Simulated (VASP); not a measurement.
An input for Quantum ESPRESSO's pw.x (written as the equivalent of a VASP run, and not itself run):

```
&CONTROL
  calculation = 'vc-relax'
  pseudo_dir = './pseudo'
  outdir = './out'
  tprnfor = .true.
  tstress = .true.
  nstep = 40
  forc_conv_thr = 0.00039
/
&SYSTEM
  ibrav = 0
  nat = 4
  ntyp = 2
  ecutwfc = 84
  occupations = 'smearing'
  smearing = 'methfessel-paxton'
  degauss = 0.00735
  input_dft = 'pbesol'
/
&ELECTRONS
  conv_thr = 7.3e-09
  electron_maxstep = 100
/
&IONS
/
&CELL
  press = 100
/
ATOMIC_SPECIES
  Tl 204.380 Tl.upf
  As 74.922 As.upf
CELL_PARAMETERS angstrom
     5.1107085    0.0000000    0.0000000
     0.0000000    5.1107085    0.0000000
     0.0000000    0.0000000    5.4452351
ATOMIC_POSITIONS crystal
  Tl   0.0000000  0.5000000  0.0000000
  Tl   0.5000000  0.0000000  0.5000000
  As   0.0000000  0.0000000  0.2500000
  As   0.0000000  0.0000000  0.7500000
K_POINTS automatic
  6 6 6 0 0 0
```

### Question
Write the VASP files for the same calculation (PBEsol).

### Answer
One answer among several that fit: 
### KPOINTS
```
Automatic mesh
0
gamma
  6 6 6
```

File POSCAR:
```
TlAs
1.0
  5.1107084660   0.0000000000   0.0000000000
  0.0000000000   5.1107084660   0.0000000000
  0.0000000000   0.0000000000   5.4452350574
Tl As
2 2
Cartesian
  0.0000000000   2.5553542330   0.0000000000
  2.5553542330   0.0000000000   2.7226175287
  0.0000000000   0.0000000000   1.3613087643
  0.0000000000   0.0000000000   4.0839262931
```

### INCAR
```
# general
SYSTEM =TlAs
PREC   =Accurate
ENCUT  =480
LREAL  =.False.
LASPH  =.True.

# electronic loop
EDIFF  =1E-7
NELM   =100
ALGO   =Normal
LMAXMIX=4

# smearing
ISMEAR =1
SIGMA  =0.1

# functional
GGA    =PS

# ions
IBRION =2
NSW    =40
ISIF   =3
EDIFFG =-0.01
PSTRESS=100

# output
LWAVE  =.False.
LCHARG =.False.
```

POTCAR, in this order: Tl_d As (PBE.64 set). Program: vasp_std.

Limits of the translation: the potentials are each code's own (VASP's PAW set, PseudoDojo norm-conserving files in pw.x), so ENCUT and ecutwfc are chosen apart and not converted; conv_thr bounds pw.x's estimated SCF error, while EDIFF bounds the energy change between steps; forc_conv_thr acts on force components and is met together with etot_conv_thr.

The structure was generated: TlAs was put into the PtS type (P4_2/mmc), which need not be its known phase. This run relaxes it under an external pressure of 10 GPa. Symmetry was kept, so distortions that lower it aren't found.
